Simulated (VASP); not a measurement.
Shape and ions are relaxed at each volume.

Energy against volume of Zr (hcp). Level of theory: PBE GGA with D3 dispersion (zero damping), VASP's PBE PAW potentials (set 64) (plane waves; VASP).

| V (Å³/atom) | E (eV/atom) |
|---|---|
| 21.152 | -8.92195 |
| 21.827 | -8.94253 |
| 22.502 | -8.94934 |
| 23.177 | -8.94379 |
| 23.852 | -8.92724 |

Problem. Fit a third-order Birch-Murnaghan equation of state.

Solution. 
The volume per atom comes out as 22.52 Å³/atom and the bulk modulus comes out as 97.2 GPa. The pressure derivative of the bulk modulus is 2.71.

The compound is Zr in the hcp structure. It was relaxed first.
